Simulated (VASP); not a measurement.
Input of a VASP 6.6.1 run:

File INCAR:

```
SYSTEM = WC
ALGO = Normal
EDIFF = 1E-6
EDIFFG = -0.02
ENCUT = 600
IBRION = 2
ISIF = 3
ISMEAR = -1
LASPH = .TRUE.
LCHARG = .FALSE.
LREAL = .FALSE.
LWAVE = .FALSE.
NELM = 80
NSW = 60
PREC = Accurate
PSTRESS = 20
SIGMA = 0.05
```

KPOINTS

```
k-points
0
G
  6 6 6
  0 0 0
```

File POSCAR:

```
WC
1.0
    0.0000000000      2.8868000000      2.8868000000
    2.8868000000      0.0000000000      2.8868000000
    2.8868000000      2.8868000000      0.0000000000
W C
2 2
Direct
    0.5000000000      0.5000000000      0.5000000000
    0.7500000000      0.7500000000      0.7500000000
    0.0000000000      0.0000000000      0.0000000000
    0.2500000000      0.2500000000      0.2500000000
```

Potentials or basis: VASP PAW LDA potentials, release 64 (W_sv, C).

Command:

```bash
$ cat potpaw_LDA.64/W_sv/POTCAR potpaw_LDA.64/C/POTCAR > POTCAR
$ mpirun -np 1 vasp_std > vasp.out
```

Task: What does it give for the relaxed volume?

Result: 11.45 Å³/atom.

Task: What does it give for the relaxed cell?

Result: a = 4.016 Å, b = 4.016 Å, c = 4.016 Å, α = 60.00°, β = 60.00°, γ = 60.00°.

Task: Predict the space group after relaxing (to 0.05 Å).

Result: Fd-3m (No. 227).

Task: Estimate the band gap on the k mesh.

Result: None (metal or under the smearing width).

Step by step:
```
step  energy change (eV)  largest force (eV/Å)  pressure (GPa)  volume (Å³)
   1              0.0000                0.0000          -10.73        48.11
   2              0.3580                0.0000           34.15        41.76
   3             -0.0679                0.0000            1.57        45.87
   4             -0.0673                0.0000            1.95        45.81
```

Caveat: the cell is relaxed towards a set pressure, so the enthalpy falls and the energy may rise. Spin-orbit coupling is left out, which matters for the levels of W.
